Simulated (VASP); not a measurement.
Level of theory: LDA (Ceperley-Alder, Perdew-Zunger), VASP's LDA PAW potentials (set 64) (plane waves; VASP).

A VASP calculation is set up with these files.

### KPOINTS
```
kpoints
0
Gamma
 5 5 8
0 0 0
```

**POSCAR**
```
SnO2
1
    4.7313169465     0.0000000000     0.0000000000
    0.0000000000     4.7313169465     0.0000000000
    0.0000000000     0.0000000000     3.1959258898
Sn O
2 4
Direct
  0.5000000000   0.5000000000   0.5000000000
  0.0000000000   1.0000000000   1.0000000000
  0.1940560086   0.8059439914   0.5000000000
  0.8059439914   0.1940560086   0.5000000000
  0.6940560086   0.6940560086   0.0000000000
  0.3059439914   0.3059439914   1.0000000000
```

**INCAR**
```
ISIF  =  2
ALGO  =  Normal
LCHARG  =  .TRUE.
SYSTEM  =  SnO2
LORBIT  =  11
LREAL  =  .FALSE.
PREC  =  Accurate
ISMEAR  =  -5   # tetrahedra, Bloechl
NEDOS  =  601   # DOS grid
LWAVE  =  .FALSE.
NELM  =  100   # most electronic steps
EDIFF  =  1E-7   # SCF stop (eV)
LASPH  =  .TRUE.   # aspherical one-centre terms
LMAXMIX  =  4   # l cut-off of mixed one-centre charges
ENCUT  =  520   # plane-wave cut-off (eV)
```

POTCAR, in this order: Sn_d O (LDA.64 set). Program: vasp_std.

The resulting files:

### OSZICAR
```
       N       E                     dE             d eps       ncg     rms          rms(c)
DAV:   1     0.655910350367E+03    0.65591E+03   -0.26195E+04  1989   0.263E+03
DAV:   2     0.509095983999E+02   -0.60500E+03   -0.58535E+03  2108   0.689E+02
DAV:   3    -0.433400879303E+02   -0.94250E+02   -0.93394E+02  2092   0.228E+02
DAV:   4    -0.482913432913E+02   -0.49513E+01   -0.49257E+01  2264   0.570E+01
DAV:   5    -0.484398072291E+02   -0.14846E+00   -0.14839E+00  2265   0.102E+01    0.158E+01
DAV:   6    -0.423459776819E+02    0.60938E+01   -0.24255E+01  3055   0.725E+01    0.600E+00
DAV:   7    -0.423733061878E+02   -0.27329E-01   -0.20312E+00  2056   0.865E+00    0.327E+00
DAV:   8    -0.422985962646E+02    0.74710E-01   -0.32198E-01  2912   0.549E+00    0.764E-01
DAV:   9    -0.422813688275E+02    0.17227E-01   -0.87970E-02  2913   0.413E+00    0.150E-01
DAV:  10    -0.422814559683E+02   -0.87141E-04   -0.55070E-03  2818   0.682E-01    0.454E-02
DAV:  11    -0.422814580065E+02   -0.20383E-05   -0.31342E-04  2958   0.241E-01    0.223E-02
DAV:  12    -0.422814591798E+02   -0.11732E-05   -0.25440E-05  2792   0.584E-02    0.147E-02
DAV:  13    -0.422814557253E+02    0.34545E-05   -0.16252E-05  2960   0.487E-02    0.960E-04
DAV:  14    -0.422814558814E+02   -0.15607E-06   -0.17568E-06  2361   0.116E-02    0.614E-04
DAV:  15    -0.422814558852E+02   -0.38044E-08   -0.40316E-08  1406   0.219E-03
   1 F= -.42281456E+02 E0= -.42281456E+02  d E =0.000000E+00
```

### OUTCAR
```
------------------------ aborting loop because EDIFF is reached ----------------------------------------
  FORCE on cell =-STRESS in cart. coord.  units (eV):
  Direction    XX          YY          ZZ          XY          YZ          ZX
  --------------------------------------------------------------------------------------
  Total       -0.0821746     -0.0821746     -0.0310568     -0.0000000      0.0000000      0.0000000
  in kB       -1.8402951     -1.8402951     -0.6955160     -0.0000000      0.0000000      0.0000000
  external PRESSURE =      -1.4587021 kB  Pullay stress =       0.0000000 kB
  volume of cell :       71.54
      direct lattice vectors                 reciprocal lattice vectors
     4.731316946  0.000000000  0.000000000     0.211357643  0.000000000  0.000000000
     0.000000000  4.731316946  0.000000000     0.000000000  0.211357643  0.000000000
     0.000000000  0.000000000  3.195925890     0.000000000  0.000000000  0.312898370
 POSITION                                       TOTAL-FORCE (eV/Angst)
 -----------------------------------------------------------------------------------
      2.36566      2.36566      1.59796         0.000000     -0.000000      0.000000
      0.00000      0.00000      0.00000         0.000000     -0.000000      0.000000
      0.91814      3.81318      1.59796        -0.011727      0.011727      0.000000
      3.81318      0.91814      1.59796         0.011727     -0.011727      0.000000
      3.28380      3.28380      0.00000        -0.011727     -0.011727      0.000000
      1.44752      1.44752      0.00000         0.011727      0.011727      0.000000
 -----------------------------------------------------------------------------------
    total drift:                                0.000000      0.000000      0.000000
  FREE ENERGIE OF THE ION-ELECTRON SYSTEM (eV)
  ---------------------------------------------------
  free  energy   TOTEN  =       -42.2814558852 eV

  energy  without entropy=      -42.2814558852  energy(sigma->0) =      -42.28145589

 total charge

# of ion       s       p       d       tot
------------------------------------------
    1        0.894   1.123  10.388  12.405
    2        0.894   1.123  10.388  12.405
    3        1.549   3.493   0.000   5.042
    4        1.549   3.493   0.000   5.042
    5        1.549   3.493   0.000   5.042
    6        1.549   3.493   0.000   5.042
--------------------------------------------------
tot          7.984  16.218  20.776  44.978
```
(Selected blocks of OUTCAR.)

OUTCAR:
```
 val. band max:        5.8692791633   @ k =   0.0000   0.0000   0.0000

 cond. band min:       6.9981858600   @ k =   0.0000   0.0000   0.0000


 Fermi energy:         5.8724557234

 k-point     1 :       0.0000    0.0000    0.0000
  band No.  band energies     occupation
      1     -15.1400      2.00000
      2     -14.3700      2.00000
      3     -14.1070      2.00000
      4     -14.0872      2.00000
      5     -14.0872      2.00000
      6     -14.0107      2.00000
      7     -13.9508      2.00000
      8     -13.8570      2.00000
      9     -13.8244      2.00000
     10     -13.8244      2.00000
     11     -12.9019      2.00000
     12     -10.9482      2.00000
     13     -10.9482      2.00000
     14      -9.1120      2.00000
     15      -2.3976      2.00000
     16       1.6990      2.00000
     17       1.6990      2.00000
     18       1.8009      2.00000
     19       2.6651      2.00000
     20       3.7917      2.00000
     21       3.9273      2.00000
     22       4.5871      2.00000
     23       4.5871      2.00000
     24       5.0641      2.00000
     25       5.0641      2.00000
     26       5.8693      2.00000
     27       6.9982      0.00000
     28      11.7852      0.00000
     29      11.9143      0.00000
     30      11.9143      0.00000
     31      15.9500      0.00000

 k-point     2 :       0.2000    0.0000    0.0000
  band No.  band energies     occupation
      1     -15.0791      2.00000
      2     -14.4417      2.00000
      3     -14.1063      2.00000
      4     -14.0845      2.00000
      5     -14.0844      2.00000
      6     -14.0552      2.00000
      7     -13.9406      2.00000
      8     -13.8645      2.00000
      9     -13.8279      2.00000
     10     -13.8277      2.00000
     11     -12.7739      2.00000
     12     -11.2256      2.00000
     13     -10.7105      2.00000
     14      -9.2013      2.00000
     15      -2.1358      2.00000
     16       1.0373      2.00000
     17       1.9029      2.00000
...
```

Unless said otherwise, spin-orbit coupling is left out, though it shifts the bands of the heavy elements here.

The structure comes from a computed database's SnO2 entry (P4_2/mnm); how it stands against other phases isn't given here. It was relaxed first.
